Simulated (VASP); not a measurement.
An input for Ansatz (written as the equivalent of a VASP run, and not itself run):

Ansatz 0.2 input:
```yaml
crystal:
  lattice:
    - [0.0000000, 2.8416100, 2.8416100]
    - [2.8416100, 0.0000000, 2.8416100]
    - [2.8416100, 2.8416100, 0.0000000]
  atoms:
    - { symbol: Ce, position: [0.0000000, 0.0000000, 0.0000000] }
    - { symbol: S, position: [0.5000000, 0.5000000, 0.5000000] }
kpoints:
  mp_grid: { grid: [10, 10, 10] }
hamiltonian:
  xc: lda
  pseudopotentials: { kind: paw }
scf:
  occupations: { method: methfessel_paxton, width: 0.1 }
  max_iter: 100
relax:
  max_steps: 60
  f_tol: 0.01
  cell: {}
output: { forces: true, stress: true, eigenvalues: true }
```

Question: Write the VASP files for the same calculation (LDA).

Answer: Several could match; the one computed here: 
KPOINTS:
```
Automatic mesh
0
Gamma
10 10 10
0 0 0
```

**INCAR**
```
SYSTEM  =  CeS
PREC  =  Accurate; ENCUT  =  400; LREAL  =  F
LASPH  =  T
EDIFF  =  1E-6; NELM  =  100; ALGO  =  Normal
LMAXMIX  =  6
ISMEAR  =  1; SIGMA  =  0.1
IBRION  =  2; NSW  =  60; ISIF  =  3
EDIFFG  =  -0.01
LWAVE  =  F; LCHARG  =  F
```

File POSCAR:
```
CeS
1
    0.0000000000     2.8416100000     2.8416100000
    2.8416100000     0.0000000000     2.8416100000
    2.8416100000     2.8416100000     0.0000000000
Ce S
1 1
Direct
  0.0000000000   0.0000000000   0.0000000000
  0.5000000000   0.5000000000   0.5000000000
```

POTCAR, in this order: Ce S (LDA.64 set). Program: vasp_std.

Limits of the translation: each code has its own PAW files, so the cut-off isn't converted (ENCUT is set for VASP's; basis.ecutwfc is left out, and Ansatz then takes the one that its files recommend); Ansatz stops its SCF on the density residual and VASP on the energy change (EDIFF); Ansatz's lda is the Perdew-Wang form, while the LDA potentials of VASP carry Perdew-Zunger's.

The structure comes from a computed database's CeS entry (Fm-3m); how it stands against other phases isn't given here. This run relaxes it. Symmetry was kept, so distortions that lower it aren't found.
